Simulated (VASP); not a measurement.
Calculation: PBE GGA, VASP's PBE PAW potentials (set 64) (plane waves; VASP).

A VASP calculation is set up with these files.

File KPOINTS:
```
K-points
0
Gamma
7 7 7
0 0 0
```

INCAR:
```
SYSTEM  =  SrVO3
PREC  =  Accurate; ENCUT  =  520; LREAL  =  .False.
LASPH  =  .True.
EDIFF  =  1E-6; NELM  =  100; ALGO  =  Normal
LMAXMIX  =  4
ISMEAR  =  1; SIGMA  =  0.1
GGA  =  PE
IBRION  =  2; NSW  =  60; ISIF  =  3
EDIFFG  =  -0.02
LWAVE  =  .False.; LCHARG  =  .False.
```

**POSCAR**
```
SrVO3
1.0
  3.8637527925   0.0000000000   0.0000000000
  0.0000000000   3.8637527925   0.0000000000
  0.0000000000   0.0000000000   3.8637527925
Sr V O
1 1 3
Cart
  0.0000000000   0.0000000000   0.0000000000
  1.9318763963   1.9318763963   1.9318763963
  1.9318763963   0.0000000000   1.9318763963
  0.0000000000   1.9318763963   1.9318763963
  1.9318763963   1.9318763963   0.0000000000
```

POTCAR, in this order: Sr_sv V_sv O (PBE.64 set). Program: vasp_std.

The resulting files:

### OSZICAR
```
       N       E                     dE             d eps       ncg     rms          rms(c)
DAV:   1     0.459797380946E+03    0.45980E+03   -0.24022E+04   960   0.179E+03
DAV:   2    -0.214352184200E+02   -0.48123E+03   -0.47589E+03  1240   0.488E+02
DAV:   3    -0.489595644987E+02   -0.27524E+02   -0.27348E+02  1008   0.127E+02
DAV:   4    -0.498480722368E+02   -0.88851E+00   -0.88832E+00  1624   0.202E+01
DAV:   5    -0.498600217750E+02   -0.11950E-01   -0.11949E-01  1200   0.172E+00    0.376E+01
DAV:   6    -0.411483909356E+02    0.87116E+01   -0.99448E+01  1328   0.743E+01    0.191E+01
DAV:   7    -0.400810037036E+02    0.10674E+01   -0.35467E+01  1144   0.527E+01    0.172E+01
DAV:   8    -0.393091522480E+02    0.77185E+00   -0.34134E+00  1104   0.165E+01    0.479E+00
DAV:   9    -0.393255388869E+02   -0.16387E-01   -0.61756E-01  1216   0.571E+00    0.217E+00
DAV:  10    -0.393064615013E+02    0.19077E-01   -0.39746E-01  1080   0.574E+00    0.101E+00
DAV:  11    -0.392973691538E+02    0.90923E-02   -0.75938E-02  1056   0.235E+00    0.330E-01
DAV:  12    -0.392968887968E+02    0.48036E-03   -0.44223E-03  1232   0.602E-01    0.871E-02
DAV:  13    -0.392968789139E+02    0.98830E-05   -0.33411E-04  1224   0.124E-01    0.317E-02
DAV:  14    -0.392968716274E+02    0.72865E-05   -0.13704E-04  1096   0.764E-02    0.206E-02
DAV:  15    -0.392968711009E+02    0.52653E-06   -0.32523E-05  1104   0.515E-02    0.125E-02
DAV:  16    -0.392968704125E+02    0.68843E-06   -0.40430E-06   840   0.196E-02
   1 F= -.39296870E+02 E0= -.39295846E+02  d E =-.392969E+02
```

OUTCAR:
```
------------------------ aborting loop because EDIFF is reached ----------------------------------------
  FORCE on cell =-STRESS in cart. coord.  units (eV):
  Direction    XX          YY          ZZ          XY          YZ          ZX
  --------------------------------------------------------------------------------------
  Total       -0.0283270     -0.0283270     -0.0283270      0.0000000     -0.0000000      0.0000000
  in kB       -0.7868333     -0.7868333     -0.7868333      0.0000000     -0.0000000      0.0000000
  external PRESSURE =      -0.7868333 kB  Pullay stress =       0.0000000 kB
  volume of cell :       57.68
      direct lattice vectors                 reciprocal lattice vectors
     3.863752793  0.000000000  0.000000000     0.258815730  0.000000000  0.000000000
     0.000000000  3.863752793  0.000000000     0.000000000  0.258815730  0.000000000
     0.000000000  0.000000000  3.863752793     0.000000000  0.000000000  0.258815730
 POSITION                                       TOTAL-FORCE (eV/Angst)
 -----------------------------------------------------------------------------------
      0.00000      0.00000      0.00000         0.000000      0.000000      0.000000
      1.93188      1.93188      1.93188         0.000000      0.000000      0.000000
      1.93188      0.00000      1.93188         0.000000      0.000000      0.000000
      0.00000      1.93188      1.93188         0.000000      0.000000      0.000000
      1.93188      1.93188      0.00000         0.000000      0.000000      0.000000
 -----------------------------------------------------------------------------------
    total drift:                                0.000000      0.000000     -0.000000
  FREE ENERGIE OF THE ION-ELECTRON SYSTEM (eV)
  ---------------------------------------------------
  free  energy   TOTEN  =       -39.2968704125 eV

  energy  without entropy=      -39.2937982574  energy(sigma->0) =      -39.29584636

 reached required accuracy - stopping structural energy minimisation
```
(Selected blocks of OUTCAR.)

The compound is SrVO3 in the cubic perovskite structure. It was relaxed first. The start is the result of an earlier pass. The run is not spin-polarised, so no magnetic state was tried. The electron count is odd and the run is not spin-polarised, which forces a metal.
